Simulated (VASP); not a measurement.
Runs of VASP 6.6.1 on MgO (Periclase). It takes space group Fm-3m (No. 225, cubic). The conventional cell has a = 4.217 Å, b = 4.217 Å, c = 4.217 Å, α = 90.00°, β = 90.00°, γ = 90.00°. Mg (site symmetry m-3m) has 6 O at 2.11 Å as nearest neighbours. O (site symmetry m-3m) is surrounded by 6 Mg at 2.11 Å. 

| level | cell | target pressure | gap on the mesh (eV) | pressure (GPa) |
| --- | --- | --- | --- | --- |
| PBEsol | relaxed to 13.3 GPa | 13.3 GPa | 5.39 | 13.3 |
| PBE | relaxed to 13.3 GPa | 13.3 GPa | 5.25 | 13.3 |
| PBE | relaxed to 4.3 GPa | 4.3 GPa | (a) | 4.3 |
| r2SCAN | relaxed to 22.6 GPa | 22.6 GPa | 6.91 | 22.6 |

Alike in all rows: task relaxation of cell and atoms; potentials or basis VASP PAW PBE potentials, release 64 (Mg, O); no spin polarisation; k mesh 12 × 12 × 12; cutoff (eV) 600; smearing gaussian 0.03 eV.

Estimate the missing entries.

(a) 4.76.

Caveats: the cell is relaxed towards a set pressure, so the enthalpy falls and the energy may rise; the PAW data sets were made with another functional, which shifts forces and pressure a little (some runs).

A k mesh can miss the band edges.
